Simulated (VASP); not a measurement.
A run of VASP 6.6.1 is set up as follows.

INCAR

```
SYSTEM = Al3Ni2O
PREC = Accurate ; ENCUT = 520
EDIFF = 1E-7 ; ISMEAR = -1
SIGMA = 0.1 ; LREAL = .FALSE.
LASPH = .TRUE. ; NELM = 150
ALGO = Fast ; ISIF = 2
LWAVE = .FALSE. ; LCHARG = .FALSE.
ISPIN = 2 ; MAGMOM = 0 0 0 0 0 0 0 0 0 0 0 0
LORBIT = 11 ; LMAXMIX = 4
LDAU = .TRUE. ; LDAUTYPE = 1
LDAUL = -1 2 -1 ; LDAUU = 0 7.57 0
LDAUJ = 0 0.47 0 ; LDAUPRINT = 1
GGA = PE ; NBANDS = 51
```

The input KPOINTS:

```
Automatic mesh
0
Gamma
  3 3 4
  0 0.5 0
```

Contents of POSCAR:

```
Al3Ni2O
1.0
    3.5962841376      2.2247465085      0.0074566057
    4.9461496416     -3.9763824180     -0.0003500287
    0.0063913851      0.0083983336     -5.5930741505
Al Ni O
6 4 2
Direct
    0.3576993528      0.8150020902      0.6629633340
    0.6407318321      0.2038877751      0.1629594738
    0.9757117713      0.5094516123      0.1629631098
    0.0227196582      0.5094380765      0.6629629372
   -0.3367402538      1.2038810187      0.6629596365
    1.3351709427     -0.1849900617      0.1629627561
    0.1777089821      0.1524524987     -0.0870392629
    0.8207241572      0.8664379788      0.4129617887
    0.8207247935      0.8664379929     -0.0870386316
    0.1777093473      0.1524520133      0.4129594423
    0.5172307247      0.5094475285      1.1629604548
    0.4812036919      0.5094424769      0.6629619614
```

Potentials or basis: VASP PAW PBE potentials, release 64 (Al, Ni, O).

Run with:

```console
$ cat potpaw_PBE.64/Al/POTCAR potpaw_PBE.64/Ni/POTCAR potpaw_PBE.64/O/POTCAR > POTCAR
$ mpirun -np 1 vasp_std > vasp.out
```

(1) Predict the largest force.

(2) Predict the band gap on the k mesh.

Results:

(1) 0.323 eV/Å.

(2) none (metal or under the smearing width).

Caveat: the k mesh is coarse (spacing up to 0.53 Å⁻¹), so the values aren't converged.
